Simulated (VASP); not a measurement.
```xyz
2
Lattice="0.0000 2.4577 2.4577 2.4577 0.0000 2.4577 2.4577 2.4577 0.0000" Properties=species:S:1:pos:R:3 pbc="T T T"
Gd     0.0000     0.0000     0.0000
N      2.4577     2.4577     2.4577
```

Computed with RPBE GGA, VASP's PBE PAW potentials (set 64) (plane waves; VASP). Run with 520 eV cut-off, 9×9×9 Γ-centred mesh, Gaussian smearing of 0.050 eV, potentials Gd_3 N.

The 4f electrons are frozen in the core of the lanthanide potential, so 4f levels, which can set the real gap, and their magnetism are missing.

Q: Give the stress tensor in GPa (positive for a compressed cell).

A: 
```
10.25   0.00   0.00
 0.00  10.25   0.00
 0.00   0.00  10.25
```
The pressure is its mean diagonal, 10.25 GPa.

The compound is GdN in the rock salt structure. This cell is one point of a volume scan, at 0.94 of the reference volume.
